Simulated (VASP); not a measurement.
Crystal: Mg3CdSe2O2.

```
Mg Cd Se O
1.0
    -3.10862    3.10862    3.84092
     3.10862   -3.10862    3.84092
     3.10862    3.10862   -3.84092
Mg Cd Se O
3 1 2 2
Direct
  0.50000 0.00000 0.50000
  0.00000 0.50000 0.50000
  0.00000 0.00000 0.00000
  0.50000 0.50000 0.00000
  0.77204 0.77204 0.00000
  0.22796 0.22796 0.00000
  0.75000 0.25000 0.50000
  0.25000 0.75000 0.50000
```

The cell was built by a generator and needn't be a form met in nature.

* Program: VASP 6.6.1
* Task: relaxation of cell and atoms
* Functional: PBE
* Potentials or basis: VASP PAW PBE potentials, release 64 (Mg, Cd, Se, O)
* Cutoff: 520 eV
* k mesh: 3 × 3 × 3
* Occupations: gaussian, width 0.15 eV
* Spin: no spin polarisation

At the start: pressure 39.0 GPa; volume 18.56 Å³/atom.

**Question.** Where does the relaxation end?

**Answer.** Over 23 steps the energy falls by 960.7 meV/atom and the volume is 30.40 Å³/atom (+63.8 %); space group I4/mmm (No. 139, to 0.05 Å).

The path:
```tsv
step	energy change (eV)	largest force (eV/Å)	pressure (GPa)	volume (Å³)
1	0.0000	10.9923	38.97	148.47
2	-0.1780	0.8911	-9.54	256.36
3	-5.6514	5.5081	2.00	188.09
4	-5.7340	5.6941	2.78	185.69
5	-5.8221	6.0849	6.25	178.62
6	-5.8176	5.9728	4.95	181.30
7	-5.8433	0.1359	-5.89	205.50
8	-6.5479	1.4929	-2.02	191.63
9	-6.5517	1.6474	-1.68	190.98
10	-6.9504	0.3574	1.19	187.81
11	-6.9671	0.0743	1.94	187.10
12	-7.0506	0.3153	1.19	192.81
13	-7.2572	1.1270	0.07	210.41
14	-7.2942	3.1453	-2.16	247.72
15	-7.3661	2.1453	-1.30	229.74
16	-7.3920	2.1480	-1.37	231.33
17	-7.4614	2.1619	-1.40	236.11
18	-7.5470	2.1608	-1.30	245.72
19	-7.5563	2.1531	-1.06	249.37
20	-7.5987	1.7764	-0.80	248.23
21	-7.6565	1.0176	-0.62	246.07
22	-7.6778	0.5787	0.14	241.79
23	-7.6853	0.0360	-0.17	243.20
```

Final structure:
```yaml
crystal:
  lattice:
    - [-3.75044, 3.75044, 4.32254]
    - [3.75044, -3.75044, 4.32254]
    - [3.75044, 3.75044, -4.32254]
  atoms:
    - { symbol: Mg, position: [0.50000, 0.00000, 0.50000] }
    - { symbol: Mg, position: [0.00000, 0.50000, 0.50000] }
    - { symbol: Mg, position: [0.00000, 0.00000, 0.00000] }
    - { symbol: Cd, position: [0.50000, 0.50000, 0.00000] }
    - { symbol: Se, position: [0.75584, 0.75584, 0.00000] }
    - { symbol: Se, position: [0.24416, 0.24416, 0.00000] }
    - { symbol: O, position: [0.75000, 0.25000, 0.50000] }
    - { symbol: O, position: [0.25000, 0.75000, 0.50000] }
```

Caveat: the k mesh is coarse (spacing up to 0.48 Å⁻¹), so the values aren't converged; the volume moved by over 15 % at a fixed basis, so the end points are rough.
